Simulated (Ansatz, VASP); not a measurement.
**TaVN2 in VASP and in Ansatz**

The input INCAR:

```
PREC     = Accurate       # precision mode
ENCUT    = 520            # plane-wave cutoff, eV
EDIFF    = 1E-7           # SCF threshold, eV
ISMEAR   = -1             # smearing method
SIGMA    = 0.05           # smearing width, eV
LREAL    = False          # projectors in reciprocal space
LASPH    = True           # aspherical terms in the spheres
NELM     = 150            # most SCF steps
ALGO     = Normal         # electronic algorithm
ISIF     = 2              # what is computed and relaxed
LWAVE    = False          # write WAVECAR
LCHARG   = False          # write CHGCAR
ISPIN    = 2              # spin polarisation
MAGMOM   = 0 2 0 0        # initial moments
LORBIT   = 11             # projections on sites
LMAXMIX  = 4              # l up to which the mixer works
GGA      = PS             # functional
NBANDS   = 29             # bands
```

The input KPOINTS:

```
Automatic mesh
0
Gamma
  9 9 6
```

POSCAR

```
TaVN2
1.0
    3.0293974772      0.0000000000      0.0000000000
    0.0000000000      3.0293974772      0.0000000000
    0.0000000000      0.0000000000      4.2672285004
Ta V N
1 1 2
Direct
    0.0000000000      0.0000000000      0.0000000000
    0.5000000000      0.5000000000      0.5000000000
    0.5000000000      0.5000000000      0.0000000000
    0.0000000000      0.0000000000      0.5000000000
```

input.yaml

```yaml
crystal:
  lattice:
    - [3.0293974772, 0.0, 0.0]
    - [0.0, 3.0293974772, 0.0]
    - [0.0, 0.0, 4.2672285004]
  atoms:
    - { symbol: Ta, position: [0.0, 0.0, 0.0] }
    - { symbol: V, position: [0.5, 0.5, 0.5], spin: 2.0 }
    - { symbol: "N", position: [0.5, 0.5, 0.0] }
    - { symbol: "N", position: [0.0, 0.0, 0.5] }
hamiltonian:
  xc: pbesol
  pseudopotentials: { kind: paw }
magnetization:
  spin_polarized: true
kpoints:
  mp_grid: { grid: [9, 9, 6] }
scf:
  occupations: { method: fermi_dirac, width: 0.05 }
output:
  forces: true
  stress: true
  eigenvalues: true
```

The cell comes from a database or a generator and needn't be the stable form of this composition.

Alike in both runs: task single point; functional PBEsol; k mesh 9 × 9 × 6; occupations fermi-dirac, width 0.05 eV; collinear spin.

```csv
,VASP,Ansatz
version,VASP 6.6.1,Ansatz 0.2.0
potentials or method,"VASP PAW PBE potentials, release 64 (Ta_pv, V_sv, N)",Ansatz PAW
plane-wave cutoff (eV),520,420
valence electrons in the cell,34,36
```

|  | VASP | Ansatz | Ansatz less VASP |
| --- | --- | --- | --- |
| gap on the k mesh at the Fermi level (eV) | none | none | - |
| pressure (GPa) | -5.6 | -5.3 | +0.32 |
| largest component of the traceless stress (GPa) | 1.68 | 0.96 | -0.714 |
| net moment per atom (μB) | 0.00 | 0.19 | +0.193 |
| size of the moment on the site where the two differ most (μB) | 0.00 | 0.63 | +0.629 |

The net moments differ so much that the two runs ended in different magnetic states, which moves the other rows too. Site moments also hang on the region over which each program counts them. A gap of «none» marks a metal or a gap that the smearing closes. The two sets of potentials don't hold the same shells in valence.

Caveats: the PAW data sets were made with another functional, which shifts forces and pressure a little (VASP); the pressure holds a Pulay correction of +0.5 GPa for the finite cutoff (Ansatz); the PAW data sets come from PBE, with cores solved anew for the run's functional, which leaves a small shift of forces and pressure (Ansatz). Spin-orbit coupling is left out, which matters for the levels of Ta.
